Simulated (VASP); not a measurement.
Output of a VASP run:

OSZICAR:
```
       N       E                     dE             d eps       ncg     rms          rms(c)
DAV:   1     0.123529476350E+03    0.12353E+03   -0.11178E+04  5888   0.147E+03
DAV:   2    -0.239590949988E+02   -0.14749E+03   -0.14563E+03  6741   0.359E+02
DAV:   3    -0.281811725961E+02   -0.42221E+01   -0.41678E+01  7869   0.518E+01
DAV:   4    -0.282135041437E+02   -0.32332E-01   -0.32305E-01  6825   0.527E+00
DAV:   5    -0.282139181445E+02   -0.41400E-03   -0.41399E-03  7896   0.597E-01    0.251E+01
DAV:   6    -0.274568303344E+02    0.75709E+00   -0.43944E+00  7154   0.154E+01    0.857E+00
DAV:   7    -0.273593923820E+02    0.97438E-01   -0.33237E-01  6692   0.344E+00    0.455E+00
DAV:   8    -0.273328509568E+02    0.26541E-01   -0.54777E-02  7602   0.195E+00    0.276E-01
DAV:   9    -0.273322877679E+02    0.56319E-03   -0.13992E-03  7070   0.311E-01    0.163E-01
DAV:  10    -0.273321304126E+02    0.15736E-03   -0.34019E-04  7203   0.189E-01    0.362E-02
DAV:  11    -0.273321245195E+02    0.58932E-05   -0.36735E-05  7378   0.503E-02    0.168E-02
DAV:  12    -0.273321243788E+02    0.14072E-06   -0.16020E-06  7273   0.880E-03    0.410E-03
DAV:  13    -0.273321242501E+02    0.12868E-06   -0.42707E-07  6800   0.640E-03    0.702E-04
DAV:  14    -0.273321242501E+02   -0.39563E-10   -0.12688E-08  3472   0.121E-03
   1 F= -.27332124E+02 E0= -.27332120E+02  d E =-.273321E+02
       N       E                     dE             d eps       ncg     rms          rms(c)
DAV:   1    -0.273350942567E+02   -0.29700E-02   -0.85764E-02  6566   0.297E+00    0.257E-01
DAV:   2    -0.273331194457E+02    0.19748E-02   -0.38675E-03  7357   0.518E-01    0.138E-01
DAV:   3    -0.273325177946E+02    0.60165E-03   -0.15491E-03  7602   0.305E-01    0.393E-02
DAV:   4    -0.273325125202E+02    0.52744E-05   -0.86202E-05  6251   0.730E-02    0.154E-02
DAV:   5    -0.273325110930E+02    0.14272E-05   -0.28285E-06  7805   0.118E-02    0.857E-03
DAV:   6    -0.273325108977E+02    0.19527E-06   -0.73958E-07  7224   0.561E-03    0.174E-03
DAV:   7    -0.273325108904E+02    0.73355E-08   -0.83039E-08  3459   0.210E-03
   2 F= -.27332511E+02 E0= -.27332497E+02  d E =-.386640E-03
       N       E                     dE             d eps       ncg     rms          rms(c)
DAV:   1    -0.273328865121E+02   -0.37561E-03   -0.88153E-03  6538   0.950E-01    0.823E-02
DAV:   2    -0.273326831148E+02    0.20340E-03   -0.40559E-04  7392   0.165E-01    0.439E-02
DAV:   3    -0.273326219240E+02    0.61191E-04   -0.15423E-04  7567   0.954E-02    0.130E-02
DAV:   4    -0.273326211795E+02    0.74440E-06   -0.88281E-06  6342   0.234E-02    0.496E-03
DAV:   5    -0.273326210264E+02    0.15314E-06   -0.30404E-07  7546   0.386E-03    0.273E-03
DAV:   6    -0.273326210070E+02    0.19447E-07   -0.72454E-08  3332   0.183E-03
   3 F= -.27332621E+02 E0= -.27332613E+02  d E =-.496757E-03
       N       E                     dE             d eps       ncg     rms          rms(c)
DAV:   1    -0.273326977961E+02   -0.76770E-04   -0.26459E-03  6825   0.435E-01    0.368E-02
DAV:   2    -0.273326658275E+02    0.31969E-04   -0.10475E-04  7119   0.819E-02    0.183E-02
DAV:   3    -0.273326568038E+02    0.90237E-05   -0.21851E-05  7497   0.356E-02    0.501E-03
DAV:   4    -0.273326565333E+02    0.27051E-06   -0.19645E-06  7035   0.107E-02    0.261E-03
DAV:   5    -0.273326565059E+02    0.27429E-07   -0.61882E-08  3591   0.183E-03
   4 F= -.27332657E+02 E0= -.27332648E+02  d E =-.354989E-04
```

OUTCAR:
```
------------------------ aborting loop because EDIFF is reached ----------------------------------------
  FORCE on cell =-STRESS in cart. coord.  units (eV):
  Direction    XX          YY          ZZ          XY          YZ          ZX
  --------------------------------------------------------------------------------------
  Total       -1.6538942     -1.6538942     -1.6535103      0.0000000      0.0000000     -0.0000000
  in kB      -65.0607721    -65.0607721    -65.0456681      0.0000000      0.0000000     -0.0000000
  external PRESSURE =     -65.0557374 kB  Pullay stress =       0.0000000 kB
  volume of cell :       40.73
      direct lattice vectors                 reciprocal lattice vectors
    -1.611052985  1.611052985  3.923010411     0.000000000  0.310356025  0.127453141
     1.611052985 -1.611052985  3.923010411     0.310356025  0.000000000  0.127453141
     1.611052985  1.611052985 -3.923010411     0.310356025  0.310356025  0.000000000
 POSITION                                       TOTAL-FORCE (eV/Angst)
 -----------------------------------------------------------------------------------
      1.61105      1.61105      1.29367        -0.000000     -0.000000      0.000145
      1.61105      1.61105     -1.29367         0.000000      0.000000     -0.000145
      0.00000      0.00000     -0.00000        -0.000000     -0.000000     -0.000000
 -----------------------------------------------------------------------------------
    total drift:                               -0.000000      0.000000      0.000000
  FREE ENERGIE OF THE ION-ELECTRON SYSTEM (eV)
  ---------------------------------------------------
  free  energy   TOTEN  =       -27.3326565059 eV

  energy  without entropy=      -27.3326314961  energy(sigma->0) =      -27.33264817

 reached required accuracy - stopping structural energy minimisation
```
(Selected blocks of OUTCAR.)

**POSCAR**
```
WSi2
1
   -1.6096179016     1.6096179016     3.9300087881
    1.6096179016    -1.6096179016     3.9300087881
    1.6096179016     1.6096179016    -3.9300087881
Si W
2 1
Direct
  0.6653436705   0.6653436705   0.0000000000
  0.3346563295   0.3346563295   0.0000000000
  0.0000000000   0.0000000000   0.0000000000
```

Q: Reconstruct the remaining input files.

A: This is not unique; one that fits is the input of the run itself, LDA (Ceperley-Alder, Perdew-Zunger), plane waves, VASP's LDA PAW potentials (set 64).

KPOINTS:
```
Automatic mesh
0
Gamma
13 13 13
0 0 0
```

**INCAR**
```
! general
SYSTEM  = WSi2
PREC    = Accurate
ENCUT   = 520
LREAL   = F
LASPH   = T

! electronic loop
EDIFF   = 1E-7
NELM    = 100
ALGO    = Normal
LMAXMIX = 6

! smearing
ISMEAR  = 1
SIGMA   = 0.1

! ions
IBRION  = 2
NSW     = 30
ISIF    = 4
EDIFFG  = -0.01

! output
LWAVE   = F
LCHARG  = F
```

POTCAR, in this order: Si W_sv (LDA.64 set). Program: vasp_std.

The compound is WSi2 in the MoSi2 type structure. This cell is one point of a volume scan, at 1.03 of the reference volume. Symmetry was kept, so distortions that lower it aren't found.
